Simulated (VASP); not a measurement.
# Ge3B2C3 (P-3m1) in VASP: density of states with PBE

Aim: the density of states of Ge3B2C3 with PBE.

All numbers are computed with VASP 6.6.1; they aren't measurements. Logs are shortened: lines on timing, memory, paths and dates and some standing lists are left out, and cuts for length are marked.

## Step 1: Starting point

Symmetry: P-3m1, No. 164, trigonal system. The conventional cell has a = 3.042 Å, b = 3.042 Å, c = 10.834 Å, α = 90.00°, β = 90.00°, γ = 120.00°. Ge (site symmetry 3m) has 3 C at 1.92 Å as nearest neighbours. Around Ge (site symmetry -3m) lie 12 Ge at 2.92 to 3.04 Å. B (site symmetry 3m) has 1 C at 1.55 Å as nearest neighbours. C (site symmetry 3m) has 1 B at 1.55 Å as nearest neighbours. C (site symmetry -3m) is surrounded by 6 B at 1.91 Å.

The cell was built by a generator and needn't be a form met in nature.

## Step 2: Density of states, PBE

The input, POSCAR:

```
Ge3B2C3
1.0
    3.0415130000      0.0000000000      0.0000000000
   -1.5207570000      2.6340280000      0.0000000000
    0.0000000000      0.0000000000     10.8343200000
Ge B C
3 2 3
Direct
    0.3333330000      0.6666670000      0.7149350000
    0.6666670000      0.3333330000      0.2850650000
    0.0000000000      0.0000000000      0.5000000000
    0.3333330000      0.6666670000      0.0696150000
    0.6666670000      0.3333330000      0.9303850000
    0.3333330000      0.6666670000      0.2125060000
    0.6666670000      0.3333330000      0.7874940000
    0.0000000000      0.0000000000      0.0000000000
```

The input, INCAR.step1:

```
ALGO = Normal
EDIFF = 1E-7
ENCUT = 520
GGA = PE
ISIF = 2
ISMEAR = 0
KPAR = 4
LASPH = T
LCHARG = T
LREAL = F
LWAVE = F
NELM = 60
PREC = Accurate
SIGMA = 0.1
```

The input, KPOINTS.step1:

```
k-points
0
Gamma
  12 12 4
```

The input, INCAR.step2:

```
ALGO = Normal
EDIFF = 1E-7
ENCUT = 520
GGA = PE
ICHARG = 11
ISIF = 2
ISMEAR = -5
KPAR = 4
LASPH = T
LCHARG = F
LORBIT = 10
LREAL = F
LWAVE = F
NEDOS = 1001
NELM = 60
PREC = Accurate
SIGMA = 0.1
```

The input, KPOINTS.step2:

```
k-points
0
Gamma
  18 18 6
```

Potentials or basis: VASP PAW PBE potentials, release 64 (Ge_d, B, C).

Started as:

```bash
cat potpaw_PBE.64/Ge_d/POTCAR potpaw_PBE.64/B/POTCAR potpaw_PBE.64/C/POTCAR > POTCAR
cp INCAR.step1 INCAR
cp KPOINTS.step1 KPOINTS
mpirun -np 4 vasp_std > vasp.out
cp INCAR.step2 INCAR
cp KPOINTS.step2 KPOINTS
mpirun -np 4 vasp_std > vasp.out
```

OUTCAR:

```text
EDIFF = 1E-7
   ENCUT = 520
   GGA = PE
   ICHARG = 11
   ISIF = 2
   ISMEAR = -5
   LASPH = T
   LORBIT = 10
   LREAL = F
   NELM = 60
   PREC = Accurate

 ion  position               nearest neighbor table
   1  0.333  0.667  0.715-   7 1.92   7 1.92   7 1.92   3 2.92   3 2.92   3 2.92
   2  0.667  0.333  0.285-   6 1.92   6 1.92   6 1.92   3 2.92   3 2.92   3 2.92
   3  0.000  0.000  0.500-   1 2.92   2 2.92   2 2.92   1 2.92   2 2.92   1 2.92
   4  0.333  0.667  0.070-   6 1.55   8 1.91   8 1.91   8 1.91
   5  0.667  0.333  0.930-   7 1.55   8 1.91   8 1.91   8 1.91
   6  0.333  0.667  0.213-   4 1.55   2 1.92   2 1.92   2 1.92
   7  0.667  0.333  0.787-   5 1.55   1 1.92   1 1.92   1 1.92
   8  0.000  0.000  0.000-   4 1.91   5 1.91   5 1.91   4 1.91   5 1.91   4 1.91

  LATTYP: Found a hexagonal cell.
 ALAT       =     3.0415130000
 C/A-ratio  =     3.5621481809

  Lattice vectors:

 A1 = (   3.0415130000,   0.0000000000,   0.0000000000)
 A2 = (  -1.5207570000,   2.6340280000,   0.0000000000)
 A3 = (   0.0000000000,   0.0000000000,  10.8343200000)

Analysis of symmetry for initial positions (statically):
=====================================================================
 Subroutine PRICEL returns:
 Original cell was already a primitive cell.

 Routine SETGRP: Setting up the symmetry group for a
 hexagonal supercell.

 Subroutine GETGRP returns: Found 12 space group operations
 (whereof 12 operations were pure point group operations)
 out of a pool of 24 trial point group operations.

The static configuration has the point symmetry D_3d.

Analysis of symmetry for dynamics (positions and initial velocities):
=====================================================================
 Subroutine PRICEL returns:
 Original cell was already a primitive cell.

 Routine SETGRP: Setting up the symmetry group for a
 hexagonal supercell.

 Subroutine GETGRP returns: Found 12 space group operations
 (whereof 12 operations were pure point group operations)
 out of a pool of 24 trial point group operations.

The dynamic configuration has the point symmetry D_3d.

 Subroutine INISYM returns: Found 12 space group operations
 (whereof 12 operations are pure point group operations),
 and found     1 'primitive' translations

----------------------------------------------------------------------------------------

                                     Primitive cell

  volume of cell :      86.7984

  direct lattice vectors                    reciprocal lattice vectors
     3.041513000  0.000000000  0.000000000     0.328783734  0.189823405  0.000000000
    -1.520757000  2.634028000  0.000000000     0.000000000  0.379646686  0.000000000
     0.000000000  0.000000000 10.834320000     0.000000000  0.000000000  0.092299286

  length of vectors
     3.041513000  3.041513662 10.834320000     0.379646768  0.379646686  0.092299286

  position of ions in fractional coordinates (direct lattice)
     0.333333000  0.666667000  0.714935000
     0.666667000  0.333333000  0.285065000
     0.000000000  0.000000000  0.500000000
     0.333333000  0.666667000  0.069615000
     0.666667000  0.333333000  0.930385000
     0.333333000  0.666667000  0.212506000
     0.666667000  0.333333000  0.787494000
     0.000000000  0.000000000  0.000000000

  ion indices of the primitive-cell ions
   primitive index   ion index
                 1           1
                 2           2
                 3           3
                 4           4
                 5           5
                 6           6
                 7           7
                 8           8

----------------------------------------------------------------------------------------

 KPOINTS: k-points

Automatic generation of k-mesh.
 Grid dimensions read from file:
 generate k-points for:   18   18    6

 Generating k-lattice:

  Cartesian coordinates                     Fractional coordinates (reciprocal lattice)
     0.018265763  0.010545745  0.000000000     0.055555556  0.000000000  0.000000000
     0.000000000  0.021091483  0.000000000     0.000000000  0.055555556  0.000000000
     0.000000000  0.000000000  0.015383214     0.000000000  0.000000000  0.166666667

  Length of vectors
     0.021091487  0.021091483  0.015383214

  Shift w.r.t. Gamma in fractional coordinates (k-lattice)
     0.000000000  0.000000000  0.000000000

 TETIRR: Found   2825 inequivalent tetrahedra from    11664

 Subroutine IBZKPT returns following result:
 ===========================================

 Found    202 irreducible k-points:

 Following reciprocal coordinates:
            Coordinates               Weight
  0.000000  0.000000  0.000000      1.000000
  0.055556  0.000000  0.000000      6.000000
  0.111111  0.000000  0.000000      6.000000
  0.166667  0.000000  0.000000      6.000000
  0.222222  0.000000  0.000000      6.000000
  0.277778  0.000000  0.000000      6.000000
[... 16 lines left out ...]
  0.333333  0.111111  0.000000     12.000000
  0.388889  0.111111  0.000000     12.000000
 [... further k-points ...]
   k-points           NKPTS =    202   k-points in BZ     NKDIM =    202   number of bands    NBANDS=     36
   number of dos      NEDOS =   1001   number of ions     NIONS =      8
   total plane-waves  NPLWV =  48384
   dimension x,y,z NGX =    24 NGY =   24 NGZ =   84
   dimension x,y,z NGXF=    48 NGYF=   48 NGZF=  168
   ions per type =               3   2   3
   NGX,Y,Z   is equivalent  to a cutoff of  13.12, 13.12, 12.89 a.u.
   NGXF,Y,Z  is equivalent  to a cutoff of  26.24, 26.24, 25.78 a.u.
 SYSTEM =  unknown system
   PREC   = accura    normal or accurate (medium, high low for compatibility)
   ISTART =      0    job   : 0-new  1-cont  2-samecut
   ICHARG =     11    charge: 1-file 2-atom 10-const
   ISPIN  =      1    spin polarized calculation?
   LNONCOLLINEAR =      F non collinear calculations
   LSORBIT =      F    spin-orbit coupling
   LASPH  =      T    aspherical Exc in radial PAW
   ENCUT  =  520.0 eV  38.22 Ry    6.18 a.u.   5.66  5.66 20.14*2*pi/ulx,y,z
   NELM   =     60;   NELMIN=  2; NELMDL=  0     # of ELM steps
   EDIFF  = 0.1E-06   stopping-criterion for ELM
   LREAL  =      F    real-space projection
   EDIFFG = 0.1E-05   stopping-criterion for IOM
   NSW    =      0    number of steps for IOM
   IBRION =     -1    ionic relax: 0-MD 1-quasi-New 2-CG
   NFREE  =      0    steps in history (QN), initial steepest desc. (CG)
   ISIF   =      2    stress and relaxation
   ISYM   =      2    0-nonsym 1-usesym 2-fastsym
   POTIM  = 0.5000    time-step for ionic-motion
   TEBEG  =    0.0;   TEEND  =   0.0 temperature during run
   PSTRESS=    0.0 pullay stress
   NELECT =      60.0000    total number of electrons
   NUPDOWN=      -1.0000    fix difference up-down
   EMIN   =  10.00;   EMAX   =-10.00  energy-range for DOS
   EFERMI =   0.00;   METHOD = LEGACY
   ISMEAR =    -5;   SIGMA  =   0.10  broadening in eV -4-tet -1-fermi 0-gaus
   EFERMI_NEDOS =   21; number of points for ismear=-14 and -15
   IALGO  =     38    algorithm
   IMIX   =      4    mixing-type and parameters
     AMIX     =   0.40;   BMIX     =  1.00
     AMIX_MAG =   1.60;   BMIX_MAG =  1.00
  volume/ion in A,a.u.               =      10.85        73.22
  Fermi-wavevector in a.u.,A,eV,Ry     =   1.447509  2.735396 28.508055  2.095283
  Thomas-Fermi vector in A             =   2.565456
   LORBIT       =     10    0 simple, 1 ext, 2 COOP (PROOUT), +10 PAW based schemes
   GGA     = PE    functional components
   LHFCALC =     F    Hartree Fock is set to
   AEXX    =    0.0000 exact exchange contribution
   IVDW    =     0    specifies the selected vdW correction
   LEPSILON=     F    determine dielectric tensor
   LRPA    =     F    only Hartree local field effects (RPA)
 non-spin polarized calculation
 Fermi weights with tetrahedron method with Bloechl corrections
  energy-cutoff  :      520.00
  volume of cell :       86.80
 maximum number of plane-waves:      2361
 NGX is ok and might be reduce to    24

 number of electron      60.0000014 magnetization

 Free energy of the ion-electron system (eV)
  ---------------------------------------------------
  ext. energy  EPLUGINS =         0.00000000
  ---------------------------------------------------
  free energy    TOTEN  =       -48.47771876 eV

  energy without entropy =      -48.47771876  energy(sigma->0) =      -48.47771876

 E-fermi :   7.4492     XC(G=0): -11.8168

 val. band max:        7.4490214972   @ k =   0.2222   0.1111   0.5000
 cond. band min:       7.4327676886   @ k =   0.3889   0.0556   0.3333
 fundamental gap:     -0.0162538086
 Fermi energy:         7.4492338498

 k-point     1 :       0.0000    0.0000    0.0000
  band No.  band energies     occupation
      1     -17.2997      2.00000
      2     -17.2997      2.00000
      3     -17.2396      2.00000
      4     -17.2152      2.00000
      5     -17.2152      2.00000
      6     -17.1639      2.00000
[... 28 lines left out ...]
     35      13.0250      0.00000
     36      13.7762      0.00000

 k-point     2 :       0.0556    0.0000    0.0000
  band No.  band energies     occupation
      1     -17.3002      2.00000
      2     -17.2975      2.00000
      3     -17.2385      2.00000
      4     -17.2165      2.00000
      5     -17.2153      2.00000
      6     -17.1627      2.00000
[... 850 lines left out ...]
 k-point    24 :       0.3889    0.1111    0.0000
  band No.  band energies     occupation
      1     -17.3134      2.00000
      2     -17.2562      2.00000
      3     -17.2362      2.00000
      4     -17.2268      2.00000
      5     -17.2228      2.00000
      6     -17.1936      2.00000
[... 28 lines left out ...]
     35      10.6756      0.00000
     36      12.4172      0.00000

 [... further k-points ...]

------------------------ aborting loop because EDIFF is reached ----------------------------------------

  FORCE on cell =-STRESS in cart. coord.  units (eV):
  Direction    XX          YY          ZZ          XY          YZ          ZX
  --------------------------------------------------------------------------------------
  -------------------------------------------------------------------------------------
  Total       -0.0056547     -0.0056547      0.0839705      0.0000000      0.0000000      0.0000000
  in kB       -0.1043771     -0.1043772      1.5499789      0.0000000      0.0000000      0.0000000
  external PRESSURE =       0.4470749 kB  Pullay stress =       0.0000000 kB

 VOLUME and BASIS-vectors are now :
 -----------------------------------------------------------------------------
  energy-cutoff  :      520.00
  volume of cell :       86.80
      direct lattice vectors                 reciprocal lattice vectors
     3.041513000  0.000000000  0.000000000     0.328783734  0.189823405  0.000000000
    -1.520757000  2.634028000  0.000000000     0.000000000  0.379646686  0.000000000
     0.000000000  0.000000000 10.834320000     0.000000000  0.000000000  0.092299286

 POSITION                                       TOTAL-FORCE (eV/Angst)
 -----------------------------------------------------------------------------------
     -0.00000      1.75602      7.74583         0.000000      0.000000      0.017616
      1.52076      0.87801      3.08849        -0.000000      0.000000     -0.017616
      0.00000      0.00000      5.41716         0.000000      0.000000      0.000000
     -0.00000      1.75602      0.75423        -0.000000      0.000000     -0.007582
      1.52076      0.87801     10.08009        -0.000000     -0.000000      0.007582
     -0.00000      1.75602      2.30236         0.000000      0.000000      0.013909
      1.52076      0.87801      8.53196        -0.000000      0.000000     -0.013909
      0.00000      0.00000      0.00000         0.000000      0.000000      0.000000
 -----------------------------------------------------------------------------------
    total drift:                                0.000000     -0.000000      0.000000

  FREE ENERGIE OF THE ION-ELECTRON SYSTEM (eV)
  ---------------------------------------------------
  free  energy   TOTEN  =       -48.4777187581 eV

  energy  without entropy=      -48.4777187581  energy(sigma->0) =      -48.47771876

 total charge

# of ion       s       p       d       tot
------------------------------------------
    1        1.095   1.354  10.195  12.644
    2        1.095   1.354  10.195  12.644
    3        1.265   0.936  10.017  12.218
    4        0.645   1.039   0.000   1.684
    5        0.645   1.039   0.000   1.684
    6        0.856   1.688   0.000   2.544
    7        0.856   1.688   0.000   2.544
    8        0.794   1.517   0.000   2.311
--------------------------------------------------
tot          7.252  10.613  30.407  48.272
```

Wall time 74 s (4 MPI ranks of Intel Xeon 6975P-C (Granite Rapids), shared host); peak memory 0.57 GiB.

Results:

```yaml
Valence_electrons_inside_the_program's_atomic_spheres: Ge 12.64, 12.22; B 1.68; C 2.54, 2.31
```

States per cell in windows of 1 eV (zero at the Fermi level; states under -8 eV left out):
```
from (eV)  total  Ge3_p  C6_p  C7_p  B4_p  B5_p  Ge1_p
     -8.0   2.04   0.02  0.10  0.10  0.07  0.07   0.05
     -7.0   2.07   0.02  0.14  0.14  0.09  0.09   0.09
     -6.0   2.96   0.04  0.23  0.23  0.21  0.21   0.16
     -5.0   2.39   0.08  0.19  0.19  0.11  0.11   0.16
     -4.0   2.32   0.16  0.18  0.18  0.07  0.07   0.17
     -3.0   3.18   0.17  0.29  0.29  0.10  0.10   0.25
     -2.0   2.74   0.19  0.25  0.25  0.08  0.08   0.18
     -1.0   1.42   0.17  0.11  0.11  0.03  0.03   0.08
      0.0   1.44   0.17  0.05  0.05  0.04  0.04   0.10
      1.0   2.04   0.22  0.06  0.06  0.13  0.13   0.09
      2.0   2.31   0.29  0.06  0.06  0.21  0.21   0.07
      3.0   2.35   0.29  0.04  0.04  0.21  0.21   0.08
      4.0   2.71   0.23  0.06  0.06  0.30  0.30   0.11
      5.0   1.14   0.16  0.03  0.03  0.07  0.07   0.04
      6.0   0.01   0.00  0.00  0.00  0.00  0.00   0.00
```

Caveat: tetrahedron occupations give inexact forces and stress in metals.
